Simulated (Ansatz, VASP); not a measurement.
# LaCu2: VASP beside Ansatz, part 2 of 2

Aim: how closely do two programs agree when they are given the same cell, functional and k mesh? The cell is taken from a series of runs on this material, whose earlier steps may have relaxed, scaled, displaced or heated it; both programs get it as it stands.

VASP 6.6.1 and Ansatz 0.2.0.

So far: The structure; VASP: relaxation of cell and atoms, PBEsol.

## 3. Ansatz: relaxation of cell and atoms, PBEsol

Level of this step: Ansatz beside VASP: Kohn-Sham DFT, plane waves, PBEsol (Ansatz).

Ansatz runs on its PAW soft_1 files.

The same cell, functional, mesh and smearing now go to Ansatz, which takes its cutoff from its data sets.

input.yaml

```yaml
crystal:
  lattice:
    - [4.2528359104, 0.0, 0.0]
    - [-2.1264179552, 3.6830639366, 0.0]
    - [0.0, 0.0, 3.8024588643]
  atoms:
    - { symbol: La, position: [0.0, 0.0, 0.0] }
    - { symbol: Cu, position: [0.3333333333, 0.6666666667, 0.5] }
    - { symbol: Cu, position: [0.6666666667, 0.3333333333, 0.5] }
kpoints:
  mp_grid: { grid: [9, 9, 8] }
hamiltonian:
  xc: pbesol
  pseudopotentials: { kind: paw, azcp: { folder: soft_1 }, xc_functional: pbe }
scf:
  occupations: { method: methfessel_paxton, width: 0.2 }
output:
  forces: true
  stress: true
  eigenvalues: true
relax:
  adjacent_minimum: "off"
  f_tol: 0.001
  max_steps: 60
  cell: { stress_tol: 0.01 }
```

Run with:

```console
$ ansatz run input.yaml --threads 4 --pin off --max-ram 12288MiB --backend cpu --events-out ev --progress --plain --runs-dir out
```

Numbers of over 12 decimals in the logs are rounded to 6 here.

The program printed:

```text
Engine: ansatz 0.2.0, aarch64-unknown-linux-gnu
Pseudopotentials: kind: paw
Pseudopotential: La, paw, valence charge 11, recommended cutoff 420 eV (normal), soft_1/La.paw.azcp
Pseudopotential: Cu, paw, valence charge 19, recommended cutoff 420 eV (normal), soft_1/Cu.paw.azcp
Functional definition: PBEsol
  exchange = pbesol_x
  correlation = pbesol_c
Crystal: 3 atoms, lattice volume = 59.560 Å³
Basis set: ecut = 420 eV, 1171 PW (Γ), exchange–correlation on 60×60×54 points (8 copies of the dense FFT grid, shifted against one another)
Bands: 30, of which v1, the nominal top of the filled ones, is band 25 counted from 1 (24 counted from 0)
Symmetry: 24 space group operations
Space group: P6/mmm (ITA 191), of the structure as read, at distance tolerance 3.9e-5 Å
k-points: 60 of 648
Non-local potential: La, projectors of the file, l = 0: 3, l = 1: 2, l = 2: 2, l = 3: 3
Non-local potential: Cu, projectors of the file, l = 0: 3, l = 1: 2, l = 2: 3, l = 3: 1
PAW form: soft (Blöchl's): semilocal exchange-correlation on the pseudo side does not see the compensation charge
PAW frozen core: La, regenerated for the run's functional, and the local potential with it (the file was generated under x = pbe(κ = 0.804, μ = 0.219515), c = pbe(β = 0.066725))
PAW frozen core: Cu, regenerated for the run's functional, and the local potential with it (the file was generated under x = pbe(κ = 0.804, μ = 0.219515), c = pbe(β = 0.066725))
PAW one-centre angular grid: La, 590 points (default); XC on 64 Gauss nodes
PAW one-centre angular grid: Cu, 590 points (default); XC on 64 Gauss nodes
Initial density: superposition of atomic densities (chi_scale 0.1, normalization cell, long waves kept (reshape's long-wave potential 0.00 eV rms))
Initial wavefunctions: pseudopotential atomic-orbital guess
Functional: x = pbesol(κ = 0.804, μ = 0.123457), c = pbesol(β = 0.046)
SCF iter   1: F=—  HF=-19362.470581 eV  |F-HF|=—  |Δ(HF+E_count)|=         —  Δρ=1.50e0  dr2=1.42e3  ethr=3.10e-3  ⟨swp⟩=4.6  Hψ=12014  notcnv=0
automatic band count: the SCF goes on with 35 bands, as 30 were too few: the levels above may hold too much charge
preconditioner: auto → Kerker (q_TF=auto, 2.641 Å⁻¹)  [metal: Δε(μ)=0.002 eV  Ē_g=5.837 eV  σ=0.200 eV  W_gap=0.01  n_scr=20 (ndim 8)  ℏωp=26.8 eV  f_vac=0.000  D(μ)=22.08/eV (n_scr^D=572)]
SCF iter   2: F=—  HF=-19343.212054 eV  |F-HF|=—  |Δ(HF+E_count)|=    1.93e1  S|Δr|=    0.00e0  Δρ=5.70e-1  dr2=2.14e2  ethr=3.10e-3  ⟨swp⟩=3.4  Hψ=5324  notcnv=0  defer=26
SCF iter   3: F=—  HF=-19342.015388 eV  |F-HF|=—  |Δ(HF+E_count)|=    1.20e0  S|Δr|=    0.00e0  Δρ=2.81e-1  dr2=5.59e1  ethr=3.10e-3  ⟨swp⟩=2.4  Hψ=4227  notcnv=0
SCF iter   4: F=—  HF=-19340.662493 eV  |F-HF|=—  |Δ(HF+E_count)|=    1.35e0  S|Δr|=    0.00e0  Δρ=1.43e-1  dr2=1.50e1  ethr=3.10e-3  ⟨swp⟩=2.0  Hψ=3172  notcnv=0  defer=29
SCF iter   5: F=—  HF=-19340.391871 eV  |F-HF|=—  |Δ(HF+E_count)|=   2.71e-1  S|Δr|=    0.00e0  Δρ=1.02e-1  dr2=7.94e0  ethr=3.10e-3  ⟨swp⟩=2.0  Hψ=2756  notcnv=0  defer=12
SCF iter   6: F=—  HF=-19340.096251 eV  |F-HF|=—  |Δ(HF+E_count)|=   2.96e-1  S|Δr|=    0.00e0  Δρ=7.08e-2  dr2=3.84e0  ethr=3.10e-3  ⟨swp⟩=1.4  Hψ=2214  notcnv=0
SCF iter   7: F=—  HF=-19339.816423 eV  |F-HF|=—  |Δ(HF+E_count)|=   2.80e-1  S|Δr|=    0.00e0  Δρ=4.38e-2  dr2=1.37e0  ethr=3.10e-3  ⟨swp⟩=2.0  Hψ=2837  notcnv=0
SCF iter   8: F=—  HF=-19339.616110 eV  |F-HF|=—  |Δ(HF+E_count)|=   2.00e-1  S|Δr|=    0.00e0  Δρ=2.07e-2  dr2=2.83e-1  ethr=2.79e-3  ⟨swp⟩=2.0  Hψ=2708  notcnv=0
SCF iter   9: F=—  HF=-19339.543257 eV  |F-HF|=—  |Δ(HF+E_count)|=   7.29e-2  S|Δr|=    0.00e0  Δρ=1.20e-2  dr2=8.49e-2  ethr=5.78e-4  ⟨swp⟩=2.7  Hψ=4069  notcnv=0  defer=31
SCF iter  10: F=—  HF=-19339.564662 eV  |F-HF|=—  |Δ(HF+E_count)|=   2.14e-2  S|Δr|=    0.00e0  Δρ=1.52e-2  dr2=1.65e-1  ethr=1.73e-4  ⟨swp⟩=2.2  Hψ=3882  notcnv=0  defer=67
SCF iter  11: F=—  HF=-19339.528630 eV  |F-HF|=—  |Δ(HF+E_count)|=   3.60e-2  S|Δr|=    0.00e0  Δρ=4.96e-3  dr2=1.82e-2  ethr=1.73e-4  ⟨swp⟩=2.1  Hψ=3480  notcnv=0  defer=67
SCF iter  12: F=—  HF=-19339.523169 eV  |F-HF|=—  |Δ(HF+E_count)|=   5.46e-3  S|Δr|=    0.00e0  Δρ=1.78e-3  dr2=2.11e-3  ethr=3.72e-5  ⟨swp⟩=2.0  Hψ=3738  notcnv=0  defer=72
SCF iter  13: F=—  HF=-19339.522582 eV  |F-HF|=—  |Δ(HF+E_count)|=   5.87e-4  S|Δr|=    0.00e0  Δρ=1.79e-4  dr2=1.60e-5  ethr=4.30e-6  ⟨swp⟩=2.0  Hψ=3207  notcnv=0  defer=64
SCF iter  14: F=—  HF=-19339.522573 eV  |F-HF|=—  |Δ(HF+E_count)|=   9.20e-6  S|Δr|=    0.00e0  Δρ=6.73e-5  dr2=2.27e-6  ethr=3.27e-8  ⟨swp⟩=2.0  Hψ=3089  notcnv=0  defer=43
SCF iter  15: F=-19339.522572 eV  HF=-19339.522572 eV  |F-HF|=3.32e-8  |Δ(HF+E_count)|=   7.98e-7  S|Δr|=    0.00e0  Δρ=1.00e-5  dr2=8.73e-8  ethr=2.04e-10  ⟨swp⟩=7.5  Hψ=10706  notcnv=0
SCF 1 converged in 15 iterations: F = -19339.522572 eV  dr2 = 8.73e-8
[...]
Crystal: 3 atoms, lattice volume = 59.517 Å³
Basis set: ecut = 420 eV, 1159 PW (Γ), exchange–correlation on 60×60×54 points (8 copies of the dense FFT grid, shifted against one another)
iter 1 solved again at ethr=3.84e-8 eV; its pass at ethr=3.10e-3 eV (dr2=1.88e-5 eV) is discarded
SCF iter   1: F=—  HF=-19339.522616 eV  |F-HF|=—  |Δ(HF+E_count)|=         —  Δρ=1.90e-4  dr2=1.69e-5  ethr=3.84e-8  ⟨swp⟩=2.0  Hψ=8953  notcnv=0
preconditioner: auto → Kerker (q_TF=auto, 2.641 Å⁻¹)  [metal: Δε(μ)=0.050 eV  Ē_g=7.694 eV  σ=0.200 eV  W_gap=0.21  n_scr=20 (ndim 8)  ℏωp=26.8 eV  f_vac=0.000  D(μ)=1.78/eV (n_scr^D=8)]
SCF iter   2: F=—  HF=-19339.522618 eV  |F-HF|=—  |Δ(HF+E_count)|=   2.69e-6  S|Δr|=    0.00e0  Δρ=4.93e-5  dr2=1.78e-6  ethr=3.44e-8  ⟨swp⟩=2.0  Hψ=2624  notcnv=0
SCF iter   3: F=—  HF=-19339.522612 eV  |F-HF|=—  |Δ(HF+E_count)|=   5.94e-6  S|Δr|=    0.00e0  Δρ=3.50e-5  dr2=9.39e-7  ethr=3.64e-9  ⟨swp⟩=2.2  Hψ=3037  notcnv=0
SCF iter   4: F=—  HF=-19339.522612 eV  |F-HF|=—  |Δ(HF+E_count)|=   1.64e-7  S|Δr|=    0.00e0  Δρ=1.12e-5  dr2=8.15e-8  ethr=1.92e-9  ⟨swp⟩=2.0  Hψ=2716  notcnv=0
SCF iter   5: F=—  HF=-19339.522612 eV  |F-HF|=—  |Δ(HF+E_count)|=   1.78e-8  S|Δr|=    0.00e0  Δρ=4.47e-6  dr2=4.95e-9  ethr=1.39e-11  ⟨swp⟩=3.5  Hψ=7977  notcnv=0
SCF iter   6: F=-19339.522612 eV  HF=-19339.522612 eV  |F-HF|=8.59e-10  |Δ(HF+E_count)|=   3.31e-9  S|Δr|=    0.00e0  Δρ=7.60e-7  dr2=5.71e-10  ethr=1.01e-11  ⟨swp⟩=3.9  Hψ=5767  notcnv=0
SCF 3 converged in 6 iterations: F = -19339.522612 eV  dr2 = 5.71e-10
relax step   3: F+E_penalty+E_count = -19339.52261212 eV  Δ(F+E_penalty+E_count) = -2.675e-6 eV  max|allowed force component| = 6.939e-18 eV/Å  Δτ_max = 0.0000 Å  P = -0.013 GPa  Ω = 59.517 Å³  energy of the carried Pulay correction = +8.380e-6 eV  (6 SCF iters, dr2 threshold 6.80e-9 eV, accepted)
[...]
relax step   4: F+E_penalty+E_count = -19339.52261487 eV  Δ(F+E_penalty+E_count) = -2.753e-6 eV  max|allowed force component| = 5.705e-17 eV/Å  Δτ_max = 0.0000 Å  P = +0.000 GPa  Ω = 59.510 Å³  energy of the carried Pulay correction = +1.028e-5 eV  (5 SCF iters, dr2 threshold 8.57e-10 eV, accepted)
[...]
relax step   5: F+E_penalty+E_count = -19339.52260170 eV  Δ(F+E_penalty+E_count) = +1.317e-5 eV  max|allowed force component| = 6.245e-17 eV/Å  Δτ_max = 0.0000 Å  P = +0.000 GPa  Ω = 59.510 Å³  stress off target by 5.60e-4 GPa  SCF on the basis re-selected at this cell (its energy is not comparable with the rows above)  (6 SCF iters)
basis re-selected at this cell: Δ(F+E_penalty+E_count) = +1.317e-5 eV, ΔP = +0.000 GPa vs the last step (what re-selecting the basis moved, of the pressure what is left beyond the Pulay correction that the steps carried, after the strain that the cell walked since its last selection, with what the two solves' SCF thresholds leave and, on support functions, any second-order correction that the steps lacked; it is no m [...]
SCF converged after 6 iterations
Stability not checked: this state was not tested for a lower state beside it, because cold or Methfessel-Paxton smearing, or corrected tetrahedra, fill the levels in a way that the test cannot read (fill_not_monotonic; see scf.lower_state_search)
Free energy (F): -19339.522602 eV
Harris-Foulkes:  -19339.522602 eV  (|F-HF|=1.09e-11)
Internal energy: -19339.523784 eV  (E = F + TS)
E sigma→0 (E₀):  -19339.522897 eV
Entropy (-TS):   0.001182 eV (0.394 meV/atom)
Fermi energy:    13.243063 eV
--- Per-component energies (eV) ---
  E_band       = -880.400310
  E_kinetic    = 714.882388
  E_local      = -11750.539717  (includes V_loc(G=0)·N_el)
  E_nonlocal   = 1871.813456
  E_hartree    = 5084.530862
  E_xc         = -279.307159
  E_vxc        = -322.821176  (∫ρ·V_xc dr)
  E_paw        = -8890.198918  (= ΣΔE_a)
  E_vpaw       = -1562.798968  (= ΣTr[D̂ρ^β])
  E_aug_tail   = 0.001952  (compensation charges beyond the density's cutoff)
  E_ewald      = -6091.288088
  E_core_change = 0.581441  (= ΣΔE_core)
  E_smearing   = 0.001182  (= −TS)
  E_closure    = -0.000000  (closes the sum)
  Σ components = -19339.522602   (vs F -19339.522602, Δ=0.00e0)
--- Forces (eV/Å), atoms counted from 1 ---
  atom   1  La     0.00000000     0.00000000     0.00000000
  atom   2  Cu     0.00000000     0.00000000     0.00000000
  atom   3  Cu     0.00000000    -0.00000000    -0.00000000
  max |Σ_I F_I| component: 2.78e-17 eV/Å
--- Stress (GPa, compression-positive) ---
        0.000031      -0.000000      -0.000000
       -0.000000       0.000031       0.000000
       -0.000000       0.000000       0.000560
  P = ⅓ Tr σ = 0.0002 GPa (0.002 kbar)
--- Band table (eV; the first three rows and the last of 60) ---
  k-point 0: bands = [... 21 lower, 10.5025, 10.5025, 13.4523, 13.4523, 13.7613, 14.9444, 15.0603, 15.3557, ... 6 higher]
  k-point 1: bands = [... 21 lower, 10.5474, 10.5474, 13.6300, 13.6300, 13.7722, 14.9087, 14.9417, 15.3619, ... 6 higher]
  k-point 2: bands = [... 21 lower, 10.6163, 10.6163, 13.1456, 14.0896, 14.0896, 14.9342, 14.9417, 15.3797, ... 6 higher]
  k-point 59: bands = [... 21 lower, 10.5692, 10.7497, 11.2200, 13.4246, 13.4246, 14.7911, 15.2855, 15.3138, ... 6 higher]
--- Relaxed structure (4 steps of the walk, 4 accepted, 1 SCFs on fresh bases) ---
  F+E_penalty+E_count = -19339.52260170 eV   max|allowed force component| = 6.245e-17 eV/Å   (the final SCF, on the basis selected at the relaxed cell)
  cell:  # Å, volume = 59.5098 Å³
    - [4.255218, 0, 0]
    - [-2.127609, 3.685127, 0]
    - [0, 0.0, 3.795022]
  atoms:
    - { symbol: La, position: [0, 0, 0] }
    - { symbol: Cu, position: [0.333333, 0.666667, 0.5] }
    - { symbol: Cu, position: [0.666667, 0.333333, 0.5] }
```

In the SCF lines HF is the Harris–Foulkes energy and dr2 the Hartree energy of the density residual, in eV; the loop may stop once dr2 is under the threshold and the program's other checks hold. Hψ counts applications of the Hamiltonian.

## 4. Comparison

Known differences besides the potentials themselves: the data sets hold 49 valence electrons in Ansatz (on its PAW soft_1 files) and 33 in VASP; the cutoff is 420 eV in Ansatz and 600 eV in VASP; Ansatz makes its cores anew for this functional, VASP keeps those of its PBE data sets; Ansatz adds a Pulay correction to the stress that steers its cell, VASP none. Total energies have different zeros and are not compared.

Both answers:

```
                                         quantity  Ansatz   VASP  difference
                                      volume (Å³)   59.51  59.67     -0.27 %
edge a after relaxation, in the typed setting (Å)   4.255  4.261     -0.14 %
edge c after relaxation, in the typed setting (Å)   3.795  3.795     +0.01 %
```

## 5. Outcome

```json
{"difference in volume (relaxation of cell and atoms, PBEsol)": "-0.27 %"}
```

**Reading.** The difference in volume is -0.27 % (relaxation of cell and atoms, PBEsol), within the 1.2 % picked in this series as the mark of a large difference, as far as the stopping tolerances let one tell. The data sets hold unlike numbers of valence electrons (49 in Ansatz and 33 in VASP), so part of the differences comes from the potentials. How closely two codes agree says nothing of how well the functional describes the real material.

[Lines on the potential files, build, host, timing and source positions are cut from VASP's logs without a mark.]

[Logs are printed without paths, hosts, clocks, repeated set-up lines and the standing remarks that a program may print on its own settings, such as how far it seeks lower states.]

[Hosts, paths, dates, database ids (printed as entryN), source tags and the programs' standing remarks are cut or masked in the printed files.]
